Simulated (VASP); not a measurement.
```
Hf
1.0
    0.00000     3.21948     3.21948
    3.21948     0.00000     3.21948
    3.21948     3.21948     0.00000
Hf
2
Cartesian
  4.82921   4.82921   4.82921
  3.21948   3.21948   3.21948
```

Level of theory: r2SCAN meta-GGA, VASP's PBE PAW potentials (set 64) (plane waves; VASP). Numerical set-up: 400 eV cut-off, 11×11×11 Γ-centred mesh, tetrahedra with Blöchl corrections, potentials Hf_pv.

Give the energies of bands 7 to 13 at the high-symmetry points, in eV from the Fermi level.

```
band      Γ      X      U      L      W
----  -----  -----  -----  -----  -----
7     -5.50  -1.48  -1.78  -3.15  -1.44
8     -0.40  -1.48  -1.43  -1.02  -1.44
9     -0.40  -1.16  -1.22  -0.38  -1.20
10     0.14  -1.16  -0.76  -0.38  -1.20
11     0.14   0.37  -0.05   0.02   1.03
12     0.14   0.37   1.20   0.22   1.03
13     2.23   2.27   1.56   0.22   1.14
```

It has no gap at this level: it comes out as a metal or semimetal.

The structure was generated: Hf was put into the diamond type (Fd-3m), which need not be its known phase. It was relaxed first, which changed the volume by +5 %.
